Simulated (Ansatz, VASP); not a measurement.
**NiHO2 (NiHO2 monolayer): VASP beside Ansatz**

Aim: how closely do two programs agree when they are given the same cell, functional and k mesh? The cell is taken from a series of runs on this material, whose earlier steps may have relaxed, scaled, displaced or heated it; both programs get it as it stands.

Main program and level: Ansatz 0.2.0; plane waves, with VASP 6.6.1 beside it; single point at PBEsol, DFT+U.

**1. Starting point**

The cell holds 12 atoms: 3 Ni, 6 O and 3 H. Cell: a = 2.979 Å, b = 8.936 Å, c = 17.990 Å, α = 90.0°, β = 90.0°, γ = 120.0°. It derives from NiHO2. One layer cut from the bulk crystal, unrelaxed. Vacuum lies along c.

**2. Ansatz: single point, PBEsol, DFT+U, pair 1**

Ansatz runs on its default PAW (the set named soft_2) files.

With cell and atoms fixed, the geometry can't cause a difference; cores, projectors, grids and the points listed under the comparison can.

File input.yaml:

```yaml
crystal:
  lattice:
    - [2.978559138, 2.89e-07, 0.0]
    - [-4.467839457, 7.738523208, 0.0]
    - [0.0, 0.0, 17.990392]
  atoms:
    - { symbol: Ni, position: [0.666667, 0.111111, 0.472014], spin: 2.0 }
    - { symbol: Ni, position: [0.666667, 0.444444333, 0.472014], spin: 2.0 }
    - { symbol: Ni, position: [0.666667, 0.777777667, 0.472014], spin: 2.0 }
    - { symbol: O, position: [3.33e-07, 0.333333222, 0.416889] }
    - { symbol: O, position: [3.33e-07, 0.666666556, 0.416889] }
    - { symbol: O, position: [3.33e-07, 0.999999889, 0.416889] }
    - { symbol: O, position: [0.333333667, 0.222222111, 0.528454] }
    - { symbol: O, position: [0.333333667, 0.555555444, 0.528454] }
    - { symbol: O, position: [0.333333667, 0.888888778, 0.528454] }
    - { symbol: H, position: [0.333333667, 0.222222111, 0.583111] }
    - { symbol: H, position: [0.333333667, 0.555555444, 0.583111] }
    - { symbol: H, position: [0.333333667, 0.888888778, 0.583111] }
magnetization:
  spin_polarized: true
kpoints:
  mp_grid: { grid: [15, 5, 1] }
hamiltonian:
  xc: pbesol
  hubbard:
    sites:
      - { species: Ni, l: d, u_eff: 1.2 }
      - { site: 0, l: d, u_eff: 1.2, starting_ns: [{ spin: up, occupation_matrix: ni1_major }, { spin: down, occupation_matrix: ni1_minor }] }
      - { site: 1, l: d, u_eff: 1.2, starting_ns: [{ spin: up, occupation_matrix: ni1_major }, { spin: down, occupation_matrix: ni1_minor }] }
      - { site: 2, l: d, u_eff: 1.2, starting_ns: [{ spin: up, occupation_matrix: ni1_major }, { spin: down, occupation_matrix: ni1_minor }] }
    projectors: ortho-atomic
    occupation_matrices:
      ni1_major:
        matrix:
          - [0.993, 0.0, 0.0, 0.0, 0.0]
          - [0.0, 0.875, 0.0, 0.0, 0.079]
          - [0.0, 0.0, 0.875, 0.079, 0.0]
          - [0.0, 0.0, 0.079, 0.928, 0.0]
          - [0.0, 0.079, 0.0, 0.0, 0.928]
      ni1_minor:
        matrix:
          - [0.987, 0.0, 0.0, 0.0, 0.0]
          - [0.0, 0.629, 0.0, 0.0, 0.283]
          - [0.0, 0.0, 0.629, 0.283, 0.0]
          - [0.0, 0.0, 0.283, 0.763, 0.0]
          - [0.0, 0.283, 0.0, 0.0, 0.763]
scf:
  occupations: { method: fermi_dirac, width: 0.05 }
output:
  eigenvalues: true
```

On the command line:

```
> ansatz run input.yaml --threads 4 --pin off --max-ram 8192MiB --backend cpu --events-out ev --progress --plain --runs-dir out
```

Numbers of over 12 decimals in the logs are rounded to 6 here.

Log:

```text
Engine: ansatz 0.2.0, aarch64-unknown-linux-gnu
Pseudopotentials: kind: paw
Pseudopotential: Ni, paw, valence charge 18, recommended cutoff 420 eV (normal), Ni.paw.azcp
Pseudopotential: O, paw, valence charge 6, recommended cutoff 420 eV (normal), O.paw.azcp
Pseudopotential: H, paw, valence charge 1, recommended cutoff 420 eV (normal), H.paw.azcp
Functional definition: PBEsol
  exchange = pbesol_x
  correlation = pbesol_c
Crystal: 12 atoms, lattice volume = 414.672 Å³
Basis set: ecut = 420 eV, 8005 PW (Γ)
Bands: 62, of which v1, the nominal top of the filled ones, is band 47 counted from 1 (46 counted from 0)
Symmetry: 6 space group operations
Space group: P3m1 (ITA 156), of the structure as read, at distance tolerance 7.5e-5 Å
Magnetic group: BNS 156.49 (UNI 1279), of the structure as read, at distance tolerance 7.5e-5 Å
k-points: 24 of 75 (time reversal used)
Non-local potential: Ni, projectors of the file, l = 0: 3, l = 1: 2, l = 2: 3, l = 3: 1
Non-local potential: O, projectors of the file, l = 0: 2, l = 1: 2, l = 2: 1
Non-local potential: H, projectors of the file, l = 0: 2, l = 1: 1
PAW form: soft (Blöchl's): semilocal exchange-correlation on the pseudo side does not see the compensation charge
PAW frozen core: Ni, regenerated for the run's functional, and the local potential with it (the file was generated under x = pbe(κ = 0.804, μ = 0.219515), c = pbe(β = 0.066725))
PAW frozen core: O, regenerated for the run's functional, and the local potential with it (the file was generated under x = pbe(κ = 0.804, μ = 0.219515), c = pbe(β = 0.066725))
PAW one-centre angular grid: Ni, 590 points (default); XC on 64 Gauss nodes
PAW one-centre angular grid: O, 110 points (default); XC on 64 Gauss nodes
PAW one-centre angular grid: H, 110 points (default); XC on 64 Gauss nodes
Initial density: superposition of atomic densities (neutral atoms: chi_scale 0, normalization atom)
Starting moments: Σ|m| = 6 μB on 3 of 12 sites
Initial wavefunctions: pseudopotential atomic-orbital guess
Functional: x = pbesol(κ = 0.804, μ = 0.123457), c = pbesol(β = 0.046)
SCF iter   1: F=—  HF=-20822.275273 eV  |F-HF|=—  |Δ(HF+E_count)|=         —  Δρ=5.46e-2 (↑5.46e-2 ↓4.60e-2)  dr2=2.52e1  dr2_m=3.90e0  M=3.134 μB ∫|m|=3.459 μB  β_m=0.30  ethr=3.10e-3  ⟨swp⟩=7.1  Hψ=12902  notcnv=0  defer=62
preconditioner: auto → none  [metal: Δε(μ)=0.013 eV  Ē_g=13.291 eV  σ=0.050 eV  W_gap=0.07  n_scr=48 (ndim 8)  ℏωp=15.1 eV  f_vac=0.697  D(μ)=6.95/eV (n_scr^D=32)  sad-step TF]
SCF iter   2: F=—  HF=-20819.850857 eV  |F-HF|=—  |Δ(HF+E_count)|=    2.42e0  Δρ=4.94e-2 (↑1.74e-2 ↓4.94e-2)  dr2=9.49e0  dr2_m=2.90e0  M=3.000 μB ∫|m|=3.205 μB  β_m=0.30  ethr=3.10e-3  ⟨swp⟩=3.1  Hψ=5716  notcnv=0  defer=395
SCF iter   3: F=—  HF=-20818.122251 eV  |F-HF|=—  |Δ(HF+E_count)|=    1.73e0  Δρ=3.07e-2 (↑3.07e-2 ↓1.92e-2)  dr2=3.87e0  dr2_m=1.18e0  M=3.000 μB ∫|m|=3.364 μB  β_m=0.30  ethr=3.10e-3  ⟨swp⟩=3.9  Hψ=6341  notcnv=0  defer=350
SCF iter   4: F=—  HF=-20817.688744 eV  |F-HF|=—  |Δ(HF+E_count)|=   4.34e-1  Δρ=1.80e-2 (↑1.34e-2 ↓1.80e-2)  dr2=3.84e-1  dr2_m=7.35e-1  M=3.000 μB ∫|m|=3.319 μB  β_m=0.30  ethr=3.10e-3  ⟨swp⟩=2.7  Hψ=4359  notcnv=0  defer=370
SCF iter   5: F=—  HF=-20817.697541 eV  |F-HF|=—  |Δ(HF+E_count)|=   8.80e-3  Δρ=1.06e-2 (↑1.06e-2 ↓1.02e-2)  dr2=2.50e-1  dr2_m=3.68e-1  M=3.000 μB ∫|m|=3.292 μB  β_m=0.30  ethr=4.13e-4  ⟨swp⟩=3.1  Hψ=4516  notcnv=0  defer=370
SCF iter   6: F=—  HF=-20817.710242 eV  |F-HF|=—  |Δ(HF+E_count)|=   1.27e-2  Δρ=8.57e-3 (↑6.52e-3 ↓8.57e-3)  dr2=3.42e-2  dr2_m=2.12e-1  M=3.000 μB ∫|m|=3.310 μB  β_m=0.30  ethr=2.69e-4  ⟨swp⟩=2.4  Hψ=3684  notcnv=0  defer=355
SCF iter   7: F=—  HF=-20817.729020 eV  |F-HF|=—  |Δ(HF+E_count)|=   1.88e-2  Δρ=5.72e-3 (↑5.25e-3 ↓5.72e-3)  dr2=4.03e-3  dr2_m=1.14e-1  M=3.000 μB ∫|m|=3.307 μB  β_m=0.30  ethr=3.68e-5  ⟨swp⟩=2.4  Hψ=3394  notcnv=0  defer=342
SCF iter   8: F=—  HF=-20817.739457 eV  |F-HF|=—  |Δ(HF+E_count)|=   1.04e-2  Δρ=4.20e-3 (↑3.94e-3 ↓4.20e-3)  dr2=4.74e-4  dr2_m=6.30e-2  M=3.000 μB ∫|m|=3.304 μB  β_m=0.30  ethr=4.34e-6  ⟨swp⟩=2.1  Hψ=3920  notcnv=0  defer=342
Mixer restart at iter 8: flushing history
spin-set hold released at iteration 8 (site moments contracting): the magnetisation degrees of freedom join the quasi-Newton model from the next iteration; the mixer history was flushed
SCF iter   9: F=—  HF=-20817.745201 eV  |F-HF|=—  |Δ(HF+E_count)|=   5.74e-3  Δρ=3.05e-3 (↑3.05e-3 ↓3.04e-3)  dr2=1.44e-4  dr2_m=3.52e-2  M=3.000 μB ∫|m|=3.305 μB  β_m=0.65  ethr=5.10e-7  ⟨swp⟩=2.0  Hψ=4447  notcnv=0  defer=342
SCF iter  10: F=—  HF=-20817.762124 eV  |F-HF|=—  |Δ(HF+E_count)|=   1.69e-2  Δρ=1.48e-3 (↑1.48e-3 ↓1.36e-3)  dr2=6.44e-2  dr2_m=5.89e-4  M=3.000 μB ∫|m|=3.282 μB  β_m=0.42  ethr=1.55e-7  ⟨swp⟩=4.0  Hψ=7890  notcnv=0  defer=342
SCF iter  11: F=—  HF=-20817.752905 eV  |F-HF|=—  |Δ(HF+E_count)|=   9.22e-3  Δρ=8.50e-4 (↑3.71e-4 ↓8.50e-4)  dr2=5.60e-3  dr2_m=4.50e-4  M=3.000 μB ∫|m|=3.297 μB  β_m=0.33  ethr=1.55e-7  ⟨swp⟩=4.0  Hψ=8059  notcnv=0  defer=327
SCF iter  12: F=—  HF=-20817.752451 eV  |F-HF|=—  |Δ(HF+E_count)|=   4.54e-4  Δρ=3.05e-4 (↑3.05e-4 ↓2.20e-4)  dr2=7.62e-5  dr2_m=2.44e-4  M=3.000 μB ∫|m|=3.297 μB  β_m=0.53  ethr=1.55e-7  ⟨swp⟩=2.3  Hψ=5300  notcnv=0  defer=327
SCF iter  13: F=—  HF=-20817.752514 eV  |F-HF|=—  |Δ(HF+E_count)|=   6.33e-5  Δρ=2.52e-4 (↑1.44e-4 ↓2.52e-4)  dr2=7.73e-5  dr2_m=1.42e-4  M=3.000 μB ∫|m|=3.293 μB  β_m=0.76  ethr=8.20e-8  ⟨swp⟩=2.1  Hψ=4122  notcnv=0  defer=327
SCF iter  14: F=—  HF=-20817.752697 eV  |F-HF|=—  |Δ(HF+E_count)|=   1.83e-4  Δρ=1.51e-4 (↑1.50e-4 ↓1.51e-4)  dr2=2.56e-4  dr2_m=2.77e-5  M=3.000 μB ∫|m|=3.288 μB  β_m=0.56  ethr=8.20e-8  ⟨swp⟩=3.0  Hψ=4731  notcnv=0  defer=327
SCF iter  15: F=—  HF=-20817.752653 eV  |F-HF|=—  |Δ(HF+E_count)|=   4.39e-5  Δρ=4.51e-5 (↑3.18e-5 ↓4.51e-5)  dr2=3.28e-6  dr2_m=4.99e-6  M=3.000 μB ∫|m|=3.284 μB  β_m=0.78  ethr=8.20e-8  ⟨swp⟩=2.2  Hψ=4337  notcnv=0  defer=327
SCF iter  16: F=—  HF=-20817.752657 eV  |F-HF|=—  |Δ(HF+E_count)|=   4.00e-6  Δρ=1.04e-5 (↑9.08e-6 ↓1.04e-5)  dr2=3.49e-7  dr2_m=2.74e-7  M=3.000 μB ∫|m|=3.282 μB  β_m=0.85  ethr=3.52e-9  ⟨swp⟩=3.3  Hψ=5169  notcnv=0  defer=327
SCF iter  17: F=—  HF=-20817.752658 eV  |F-HF|=—  |Δ(HF+E_count)|=   1.36e-7  Δρ=3.06e-6 (↑3.04e-6 ↓3.06e-6)  dr2=1.19e-7  dr2_m=1.59e-8  M=3.000 μB ∫|m|=3.281 μB  β_m=0.84  ethr=3.76e-10  ⟨swp⟩=3.0  Hψ=5648  notcnv=0  defer=327
SCF iter  18: F=-20817.752658 eV  HF=-20817.752658 eV  |F-HF|=7.83e-9  |Δ(HF+E_count)|=   6.66e-9  Δρ=1.33e-6 (↑1.33e-6 ↓1.19e-6)  dr2=1.07e-8  dr2_m=2.85e-9  M=3.000 μB ∫|m|=3.281 μB  ethr=1.08e-10  ⟨swp⟩=18.1  Hψ=12391  notcnv=0
SCF 1 converged in 18 iterations: F = -20817.752658 eV  dr2 = 1.07e-8
  greatest PAW one-centre occupation: 1.001 electrons in one spin orbital (limit 2), on the Ni atom at site 2 (counted from 0), in its partial waves of l = 1
SCF converged after 18 iterations
Magnetization: 3.0000 μB (48.0000 up, 45.0000 down)
Absolute magnetization: 3.2948 μB (∫|ρ↑−ρ↓|, with the PAW one-centre terms)
Spin contamination: 0.1603 ħ² per cell (⟨S²⟩ above its minimum at these occupations)
Per-site moments (μB) at R_I (Å): [(0.853585, 0.818870), (0.853585, 0.818870), (0.853585, 0.818870), (0.039360, 0.818870), (0.039360, 0.818870), (0.039360, 0.818870), (0.026771, 0.405612), (0.026771, 0.405612), (0.026771, 0.405612), (0.00392273, 0.405612), (0.00392273, 0.405612), (0.00392273, 0.405612)]
Free energy (F): -20817.752658 eV
Harris-Foulkes:  -20817.752658 eV  (|F-HF|=7.83e-9)
Internal energy: -20817.714334 eV  (E = F + TS)
E sigma→0 (E₀):  -20817.733496 eV
Entropy (-TS):   -0.038324 eV (-3.194 meV/atom)
Fermi energy:    -1.610026 eV
--- Per-component energies (eV) ---
  E_band       = -2359.864798
  E_kinetic    = 1904.099351
  E_local      = -86787.256044  (includes V_loc(G=0)·N_el)
  E_nonlocal   = 2204.881177
  E_hartree    = 41501.440148
  E_xc         = -704.810753
  E_vxc        = -907.038032  (∫ρ·V_xc dr)
  E_hubbard    = 1.540101  (on-site DFT+U / exact-exchange correction)
  E_vhub       = -11.983503  (the Hubbard potential's part of the band-sum identity)
  E_paw        = -5689.279539  (= ΣΔE_a)
  E_vpaw       = -1765.460379  (= ΣTr[D̂ρ^β])
  E_aug_tail   = 0.012574  (compensation charges beyond the density's cutoff)
  E_ewald      = 26750.855058
  E_core_change = 0.803594  (= ΣΔE_core)
  E_smearing   = -0.038324  (= −TS)
  E_closure    = -0.000000  (closes the sum)
  Σ components = -20817.752658   (vs F -20817.752658, Δ=0.00e0)
--- Specified on-site occupations, and those of the state reported ---
  electrons in the specified blocks: 25.1100 specified, 25.1062 found
  site 1 (l=d) ↓: largest change of an orbital's occupation 0.0008; electrons 3.7710 specified, 3.7700 found; spectral distance 0.0006
  site 0 (l=d) ↓: largest change of an orbital's occupation 0.0008; electrons 3.7710 specified, 3.7700 found; spectral distance 0.0006
  site 2 (l=d) ↓: largest change of an orbital's occupation 0.0008; electrons 3.7710 specified, 3.7700 found; spectral distance 0.0006
  site 1 (l=d) ↑: largest change of an orbital's occupation 0.0008; electrons 4.5990 specified, 4.5987 found; spectral distance 0.0008
  site 2 (l=d) ↑: largest change of an orbital's occupation 0.0008; electrons 4.5990 specified, 4.5987 found; spectral distance 0.0008
  site 0 (l=d) ↑: largest change of an orbital's occupation 0.0008; electrons 4.5990 specified, 4.5987 found; spectral distance 0.0008
--- Band table (eV; the first three rows and the last of 48) ---
  k-point 0 ↑: bands = [... 43 lower, -3.3538, -2.8009, -1.9273, -1.9273, -1.1548, -1.1548, -0.9236, -0.9236, ... 11 higher]
  k-point 1 ↑: bands = [... 43 lower, -3.0476, -2.7512, -1.9281, -1.8773, -1.1492, -1.1373, -1.0710, -0.9524, ... 11 higher]
  k-point 2 ↑: bands = [... 43 lower, -2.7616, -2.6919, -1.8373, -1.7705, -1.4185, -1.1216, -1.1022, -1.0243, ... 11 higher]
  k-point 23 ↓: bands = [... 43 lower, -2.7127, -2.5623, -0.5612, -0.5612, -0.5283, -0.4023, -0.0923, -0.0923, ... 11 higher]
Occupation matrices written to <dir>
```

In the SCF lines HF is the Harris–Foulkes energy and dr2 the Hartree energy of the density residual, in eV; the loop may stop once dr2 is under the threshold and the program's other checks hold. Hψ counts applications of the Hamiltonian.

(Part 1 of 3 ends here.)

[Lines on the potential files, build, host, timing and source positions are cut from VASP's logs without a mark.]

[Logs are printed without paths, hosts, clocks, repeated set-up lines and the standing remarks that a program may print on its own settings, such as how far it seeks lower states.]

[Hosts, paths, dates, database ids (printed as entryN), source tags and the programs' standing remarks are cut or masked in the printed files.]
